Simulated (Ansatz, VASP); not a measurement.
**LaNb2N3 in VASP and in Ansatz**

```
La Nb N
1.0
     2.90394    0.00000    0.00000
     0.00000    2.90394    0.00000
     0.00000    0.00000    9.30303
La Nb N
1 2 3
Cartesian
  1.4520 1.4520 1.7855
  0.0000 0.0000 7.8891
  1.4520 1.4520 4.8693
  0.0000 0.0000 5.9380
  0.0000 0.0000 3.5216
  1.4520 1.4520 8.5570
```

Change from the starting cell: species swapped into the MnAl2Cr3 type (P4mm, No. 99).

Alike in both runs: functional PBE; k mesh 6 × 6 × 2; occupations gaussian, width 0.1 eV; no spin polarisation.

Ansatz relaxed the structure, and its values are those at the end. VASP's run is a single point on that final structure, the one shown.

|  | VASP | Ansatz |
| --- | --- | --- |
| version | VASP 6.6.1 | Ansatz 0.2.0 |
| potentials or method | VASP PAW PBE potentials, release 64 (La, Nb_sv, N) | scalar-relativistic, plane waves, PAW |
| plane-wave cutoff (eV) | 520 | 420 |
| valence electrons in the cell | 52 | 52 |

VASP gave:

- gap on the k mesh at the Fermi level (eV): none
- pressure (GPa): -0.6
- rms of the force components (eV/Å): 0.006

What did Ansatz give for the same quantities?

gap on the k mesh at the Fermi level (eV): none; pressure (GPa): -0.3; rms of the force components (eV/Å): 0.002.

A gap of «none» marks a metal or a gap that the smearing closes.

Caveats: the k mesh is coarse (spacing up to 0.36 Å⁻¹), so the values aren't converged. The runs have no spin-orbit coupling, so splittings on La are missing.
